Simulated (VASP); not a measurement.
# EuCd2P2: structure and properties in VASP, part 2 of 5

What structure does EuCd2P2 take at this level, and what are its properties? The start is a computed cell from the Materials Project.

VASP 6.6.1, plane waves and PAW; the level of theory is named at each step.

So far: The structure; Relaxing cell and atoms (r2SCAN + U).

### Step 2. Relaxing cell and atoms (r2SCAN + U) (continued)

Level of this step: r2SCAN, DFT+U (Eu f 5 eV), spin-polarised from a ferromagnetic start (one magnetic atom a cell); plane waves and PAW (Eu, Cd, P) (VASP).

OUTCAR, selected parts (step 2):

```text
ion  position               nearest neighbor table
   1  0.000  0.000  0.000-   4 3.06   5 3.06   5 3.06   4 3.06   4 3.06   5 3.06   2 3.60   3 3.60
                             3 3.60   2 3.60   3 3.60   2 3.60
   2  0.667  0.333  0.362-   5 2.64   5 2.64   5 2.64   4 2.79   3 3.19   3 3.19   3 3.19   1 3.60
                             1 3.60   1 3.60
   3  0.333  0.667  0.638-   4 2.64   4 2.64   4 2.64   5 2.79   2 3.19   2 3.19   2 3.19   1 3.60
                             1 3.60   1 3.60
   4  0.667  0.333  0.753-   3 2.64   3 2.64   3 2.64   2 2.79   1 3.06   1 3.06   1 3.06
   5  0.333  0.667  0.247-   2 2.64   2 2.64   2 2.64   3 2.79   1 3.06   1 3.06   1 3.06

  LATTYP: Found a hexagonal cell.
 ALAT       =     4.3397285508
 C/A-ratio  =     1.6435629179

 Subroutine GETGRP returns: Found 12 space group operations
 (whereof 12 operations were pure point group operations)

The static configuration has the point symmetry D_3d.

 Found     28 irreducible k-points:

   k-points           NKPTS =     28   k-points in BZ     NKDIM =     28   number of bands    NBANDS=     34

   dimension x,y,z NGX =    30 NGY =   30 NGZ =   50
   dimension x,y,z NGXF=    60 NGYF=   60 NGZF=  100

   ENCUT  =  450.0 eV  33.07 Ry    5.75 a.u.   7.51  7.51 12.34*2*pi/ulx,y,z

   NELECT =      51.0000    total number of electrons

 k-points in reciprocal lattice and weights: Automatic mesh
   0.00000000  0.00000000  0.00000000       0.005
   0.14285714  0.00000000  0.00000000       0.031
   0.28571429 -0.00000000  0.00000000       0.031
   0.42857143  0.00000000  0.00000000       0.031
   0.14285714  0.14285714  0.00000000       0.031
   0.28571429  0.14285714  0.00000000       0.061
   0.42857143  0.14285714  0.00000000       0.031
   0.28571429  0.28571429  0.00000000       0.031
   0.00000000  0.00000000  0.25000000       0.010
[...]
0.42857143  0.14285714  0.50000000       0.031
   0.28571429  0.28571429  0.50000000       0.031

atom =   1  type =  1  l = 3

 onsite density matrix

spin component  1

  0.9734 -0.0000 -0.0000 -0.0010 -0.0000 -0.0000 -0.0000
 -0.0000  0.9748 -0.0000 -0.0000  0.0024  0.0000 -0.0000
 -0.0000 -0.0000  0.9750 -0.0000  0.0000  0.0024  0.0000
 -0.0010 -0.0000 -0.0000  0.9776 -0.0000 -0.0000 -0.0000
 -0.0000  0.0024  0.0000 -0.0000  0.9750 -0.0000 -0.0000
 -0.0000  0.0000  0.0024 -0.0000 -0.0000  0.9748  0.0000
 -0.0000 -0.0000  0.0000 -0.0000 -0.0000  0.0000  0.9776

spin component  2

  0.0012 -0.0000 -0.0000  0.0010 -0.0000 -0.0000 -0.0000
 -0.0000  0.0020 -0.0000 -0.0000 -0.0003  0.0000  0.0000
 -0.0000 -0.0000  0.0009 -0.0000  0.0000 -0.0003  0.0000
  0.0010 -0.0000 -0.0000  0.0010 -0.0000 -0.0000 -0.0000
 -0.0000 -0.0003  0.0000 -0.0000  0.0009 -0.0000 -0.0000
 -0.0000  0.0000 -0.0003 -0.0000 -0.0000  0.0020  0.0000
 -0.0000  0.0000  0.0000 -0.0000 -0.0000  0.0000  0.0006

 occupancies and eigenvectors

  o =  0.0001  v =  0.0000  0.0000  0.0000  0.0000  0.0000  0.0000  0.0000 -0.6665  0.0000 -0.0000  0.7455 -0.0000  0.0000 -0.0000      0.0000  0.0000  0.0000  0.0000  0.0000  0.0000  0.0000  0.0000  0.0000  0.0000  0.0000  0.0000  0.0000  0.0000
  o =  0.0006  v =  0.0000  0.0000  0.0000  0.0000  0.0000  0.0000  0.0000 -0.0000 -0.0000  0.0000 -0.0000 -0.0000  0.0000 -1.0000      0.0000  0.0000  0.0000  0.0000  0.0000  0.0000  0.0000  0.0000  0.0000  0.0000  0.0000  0.0000  0.0000  0.0000
  o =  0.0008  v =  0.0000  0.0000  0.0000  0.0000  0.0000  0.0000  0.0000  0.0000 -0.0000  0.9711  0.0000 -0.0001  0.2386  0.0000      0.0000  0.0000  0.0000  0.0000  0.0000  0.0000  0.0000  0.0000  0.0000  0.0000  0.0000  0.0000  0.0000  0.0000
  o =  0.0008  v =  0.0000  0.0000  0.0000  0.0000  0.0000  0.0000  0.0000  0.0000  0.2386  0.0001  0.0000  0.9711  0.0000 -0.0000      0.0000  0.0000  0.0000  0.0000  0.0000  0.0000  0.0000  0.0000  0.0000  0.0000  0.0000  0.0000  0.0000  0.0000
  o =  0.0020  v =  0.0000  0.0000  0.0000  0.0000  0.0000  0.0000  0.0000  0.7455  0.0000 -0.0000  0.6665 -0.0000  0.0000 -0.0000      0.0000  0.0000  0.0000  0.0000  0.0000  0.0000  0.0000  0.0000  0.0000  0.0000  0.0000  0.0000  0.0000  0.0000
  o =  0.0021  v =  0.0000  0.0000  0.0000  0.0000  0.0000  0.0000  0.0000  0.0000  0.0019  0.2386  0.0000 -0.0005 -0.9711  0.0000      0.0000  0.0000  0.0000  0.0000  0.0000  0.0000  0.0000  0.0000  0.0000  0.0000  0.0000  0.0000  0.0000  0.0000
  o =  0.0021  v =  0.0000  0.0000  0.0000  0.0000  0.0000  0.0000  0.0000 -0.0000  0.9711 -0.0005 -0.0000 -0.2386  0.0019  0.0000      0.0000  0.0000  0.0000  0.0000  0.0000  0.0000  0.0000  0.0000  0.0000  0.0000  0.0000  0.0000  0.0000  0.0000
  o =  0.9725  v =  0.0000 -0.0000  0.6937 -0.0000  0.0000 -0.7203  0.0000  0.0000  0.0000  0.0000  0.0000  0.0000  0.0000  0.0000      0.0000  0.0000  0.0000  0.0000  0.0000  0.0000  0.0000  0.0000  0.0000  0.0000  0.0000  0.0000  0.0000  0.0000
  o =  0.9725  v = -0.0000 -0.7203 -0.0000  0.0000  0.6937  0.0000  0.0000  0.0000  0.0000  0.0000  0.0000  0.0000  0.0000  0.0000      0.0000  0.0000  0.0000  0.0000  0.0000  0.0000  0.0000  0.0000  0.0000  0.0000  0.0000  0.0000  0.0000  0.0000
  o =  0.9731  v =  0.9742  0.0000 -0.0000  0.2259 -0.0000  0.0000  0.0000  0.0000  0.0000  0.0000  0.0000  0.0000  0.0000  0.0000      0.0000  0.0000  0.0000  0.0000  0.0000  0.0000  0.0000  0.0000  0.0000  0.0000  0.0000  0.0000  0.0000  0.0000
  o =  0.9774  v =  0.0000 -0.0000 -0.7203 -0.0000 -0.0000 -0.6937 -0.0000  0.0000  0.0000  0.0000  0.0000  0.0000  0.0000  0.0000      0.0000  0.0000  0.0000  0.0000  0.0000  0.0000  0.0000  0.0000  0.0000  0.0000  0.0000  0.0000  0.0000  0.0000
  o =  0.9774  v =  0.0000  0.6937 -0.0000 -0.0000  0.7203 -0.0000  0.0000  0.0000  0.0000  0.0000  0.0000  0.0000  0.0000  0.0000      0.0000  0.0000  0.0000  0.0000  0.0000  0.0000  0.0000  0.0000  0.0000  0.0000  0.0000  0.0000  0.0000  0.0000
  o =  0.9776  v = -0.0000 -0.0000  0.0000 -0.0000 -0.0000  0.0000  1.0000  0.0000  0.0000  0.0000  0.0000  0.0000  0.0000  0.0000      0.0000  0.0000  0.0000  0.0000  0.0000  0.0000  0.0000  0.0000  0.0000  0.0000  0.0000  0.0000  0.0000  0.0000
  o =  0.9778  v =  0.2259 -0.0000  0.0000 -0.9742 -0.0000  0.0000  0.0000  0.0000  0.0000  0.0000  0.0000  0.0000  0.0000  0.0000      0.0000  0.0000  0.0000  0.0000  0.0000  0.0000  0.0000  0.0000  0.0000  0.0000  0.0000  0.0000  0.0000  0.0000

 average (electrostatic) potential at core
       1 -43.5769       2 -43.9755       3 -43.9755       4 -87.5062       5 -87.5062

 E-fermi :   3.9262

 spin component 1
 k-point     1 :       0.0000    0.0000    0.0000
  band No.  band energies     occupation
    ...
     25       2.6537      1.00000
     26       2.7066      1.00000
     27       3.5690      1.00000
     28       3.5690      1.00000
     29       3.5803      1.00000
     30       4.3342      0.00000
     31       4.5741      0.00000
     32       5.6097      0.00000
     33       6.0209      0.00000
     34       6.0209      0.00000

 k-point     2 :       0.1429    0.0000    0.0000
  band No.  band energies     occupation
    ...
     25       2.6587      1.00000
     26       2.7139      1.00000
     27       2.8698      1.00000
     28       3.2217      1.00000
     29       3.2785      1.00000
     30       4.9377      0.00000
     31       5.1834      0.00000
     32       6.0017      0.00000
     33       6.6612      0.00000
     34       6.7829      0.00000

 k-point     3 :       0.2857   -0.0000    0.0000
  band No.  band energies     occupation
    ...
     25       2.6613      1.00000
     26       2.6972      1.00000
     27       2.7072      1.00000
     28       2.8600      1.00000
     29       2.8727      1.00000
     30       4.8352      0.00000
     31       5.6686      0.00000
     32       7.0947      0.00000
     33       7.2411      0.00000
     34       7.3485      0.00000

 k-point     4 :       0.4286    0.0000    0.0000
  band No.  band energies     occupation
    ...
     25       2.6559      1.00000
     26       2.6708      1.00000
     27       2.6714      1.00000
     28       2.7438      1.00000
     29       2.8051      1.00000
     30       4.4769      0.00000
     31       6.2106      0.00000
     32       6.5718      0.00000
     33       8.0305      0.00000
     34       8.0996      0.00000

 k-point     5 :       0.1429    0.1429    0.0000
  band No.  band energies     occupation
    ...
     25       2.6675      1.00000
     26       2.7041      1.00000
     27       2.7611      1.00000
     28       2.7611      1.00000
     29       3.1153      1.00000
     30       5.2465      0.00000
     31       5.8411      0.00000
     32       6.1416      0.00000
     33       6.9849      0.00000
     34       7.0127      0.00000

 k-point     6 :       0.2857    0.1429    0.0000
  band No.  band energies     occupation
    ...
     25       2.6654      1.00000
     26       2.6701      1.00000
     27       2.6863      1.00000
     28       2.7235      1.00000
     29       2.8045      1.00000
     30       5.3937      0.00000
     31       5.8938      0.00000
     32       6.9837      0.00000
     33       7.2022      0.00000
     34       7.7843      0.00000

  Total        0.0224976      0.0224976     -0.0286200      0.0000000      0.0000000      0.0000000
  in kB        0.3070944      0.3070944     -0.3906662      0.0000000      0.0000000      0.0000000
  external PRESSURE =       0.0745075 kB  Pullay stress =       0.0000000 kB

  energy-cutoff  :      450.00
  volume of cell :      117.37
      direct lattice vectors                 reciprocal lattice vectors
     4.340798398 -0.000000000  0.000000000     0.230372367  0.133005548  0.000000000
    -2.170399199  3.759241685  0.000000000     0.000000000  0.266011096  0.000000000
    -0.000000000 -0.000000000  7.192916287    -0.000000000 -0.000000000  0.139025669

 POSITION                                       TOTAL-FORCE (eV/Angst)
 -----------------------------------------------------------------------------------
      0.00000      0.00000      0.00000        -0.000000     -0.000000      0.000000
      2.17040      1.25308      2.60987        -0.000000     -0.000000      0.007826
     -0.00000      2.50616      4.58305         0.000000      0.000000     -0.007826
      2.17040      1.25308      5.39504        -0.000000     -0.000000      0.001887
     -0.00000      2.50616      1.79787         0.000000      0.000000     -0.001887
 -----------------------------------------------------------------------------------
    total drift:                               -0.000000      0.000000     -0.000000

  FREE ENERGIE OF THE ION-ELECTRON SYSTEM (eV)
  ---------------------------------------------------
  free  energy   TOTEN  =      -101.0111593935 eV

  energy  without entropy=     -101.0111593935  energy(sigma->0) =     -101.01115939

 reached required accuracy - stopping structural energy minimisation

 total charge
# of ion       s       p       d       f       tot
--------------------------------------------------
    1        2.036   5.818   0.248   6.829  14.932
    2        0.449   0.346   9.535   0.000  10.331
    3        0.449   0.346   9.535   0.000  10.331
    4        1.018   1.502   0.000   0.000   2.520
    5        1.018   1.502   0.000   0.000   2.520
--------------------------------------------------
tot          4.971   9.515  19.319   6.829  40.634

 magnetization (x)
# of ion       s       p       d       f       tot
--------------------------------------------------
    1       -0.025  -0.194   0.049   6.813   6.642
    2       -0.003  -0.003  -0.000   0.000  -0.006
    3       -0.003  -0.003  -0.000   0.000  -0.006
    4       -0.006  -0.021   0.000   0.000  -0.027
    5       -0.006  -0.021   0.000   0.000  -0.027
--------------------------------------------------
tot         -0.042  -0.242   0.048   6.813   6.576

[... 6 further parts left out ...]
```

The cell holds one magnetic atom, so no antiferromagnetic order fits into it. Experiment finds antiferromagnetic order in this phase (below 11 K, arxiv:2203.12739), so this ferromagnetic run describes another state. The gap is read on the k-mesh alone, so it is an upper bound where the band edges lie off the mesh. The PAW data sets were made with PBE, which is usual practice but a small mismatch for other functionals. The run keeps the 12 symmetry operations of its start, so it cannot find a distortion of lower symmetry.

Step by step (22 of 34):

| step | energy less that of the first step (eV) | largest force (eV/Å) | pressure (GPa) | volume (Å³) |
| --- | --- | --- | --- | --- |
| 1 | 0.0000 | 0.1157 | 0.45 | 116.33 |
| 3 | -0.0027 | 0.1038 | -0.21 | 117.54 |
| 4 | -0.0044 | 0.0529 | -0.08 | 117.46 |
| 6 | -0.0050 | 0.0158 | 0.06 | 117.38 |
| 7 | -0.0048 | 0.0229 | -0.01 | 117.41 |
| 9 | -0.0050 | 0.0170 | 0.02 | 117.38 |
| 10 | -0.0050 | 0.0132 | 0.02 | 117.45 |
| 12 | -0.0050 | 0.0076 | -0.13 | 117.53 |
| 14 | -0.0050 | 0.0118 | -0.13 | 117.46 |
| 15 | -0.0050 | 0.0119 | -0.08 | 117.46 |
| 17 | -0.0048 | 0.0097 | 0.16 | 117.15 |
| 18 | -0.0049 | 0.0087 | 0.14 | 117.25 |
| 20 | -0.0050 | 0.0109 | 0.07 | 117.35 |
| 21 | -0.0050 | 0.0137 | 0.11 | 117.35 |
| 23 | -0.0050 | 0.0127 | 0.11 | 117.37 |
| 25 | -0.0050 | 0.0154 | 0.08 | 117.38 |
| 26 | -0.0050 | 0.0101 | -0.01 | 117.46 |
| 28 | -0.0050 | 0.0113 | -0.05 | 117.43 |
| 29 | -0.0050 | 0.0111 | -0.07 | 117.40 |
| 31 | -0.0050 | 0.0119 | -0.04 | 117.39 |
| 32 | -0.0050 | 0.0125 | -0.02 | 117.38 |
| 34 | -0.0050 | 0.0078 | 0.01 | 117.37 |

| conventional cell, symmetrised | before | after | change |
| --- | --- | --- | --- |
| a (Å) | 4.340 | 4.341 | +0.0 % |
| b (Å) | 4.340 | 4.341 | +0.0 % |
| c (Å) | 7.133 | 7.193 | +0.8 % |
| volume (Å³/atom) | 23.27 | 23.47 | +0.9 % |

The atoms that moved most (Å, as changes of fractional coordinates times the final cell):

| atom | dx | dy | dz | length |
| --- | --- | --- | --- | --- |
| P4 | 0.000 | 0.000 | -0.021 | 0.021 |
| P5 | 0.000 | 0.000 | 0.021 | 0.021 |
| Cd3 | 0.000 | 0.000 | -0.009 | 0.009 |
| Cd2 | 0.000 | 0.000 | 0.009 | 0.009 |

The relaxed structure:

```xyz
5
Lattice="4.3408 0.0000 0.0000 -2.1704 3.7592 0.0000 0.0000 0.0000 7.1929" Properties=species:S:1:pos:R:3 pbc="T T T"
Eu    0.0000    0.0000    0.0000
Cd    2.1704    1.2531    2.6099
Cd    0.0000    2.5062    4.5830
P     2.1704    1.2531    5.3950
P     0.0000    2.5062    1.7979
```

This step gave:

| Property | Result |
| --- | --- |
| electrons | 51 |
| bands | 34 |
| irreducible k-points | 28 |
| symmetry operations | 12 |
| free energy (TOTEN) | -101.0112 eV |
| Fermi energy | 3.926 eV |
| pressure | 0.007451 GPa |
| moment of the cell, from the last line of the log | 7 μB |
| metallic | no |
| valence top at k | 0, 0, 0 |
| conduction bottom at k | 0, 0, 0 |
| least direct gap at k | 0, 0, 0 |
| SCF cycles over all ionic steps | 206 |
| gap on the k-mesh | 0.7539 eV |
| least direct gap on the k-mesh | 0.7539 eV |

Spin moment in the PAW sphere by atom:

| atom | spin moment in the PAW sphere (μB) |
| --- | --- |
| Eu1 | 6.64 |
| Cd2 | -0.01 |
| Cd3 | -0.01 |
| P4 | -0.03 |
| P5 | -0.03 |

It ends with a largest force of 0.008 eV/Å and a pressure of 0.01 GPa.

(Continued in part 3 of 5.)

[Lines on the potential files, build, host, timing and source positions are cut from VASP's logs without a mark.]

[Logs are printed without paths, hosts, clocks, repeated set-up lines and the standing remarks that a program may print on its own settings, such as how far it seeks lower states.]

[Hosts, paths, dates, database ids (printed as entryN), source tags and the programs' standing remarks are cut or masked in the printed files.]

[A measured line is paired with the nearest computed mode of its activity, which favours agreement.]
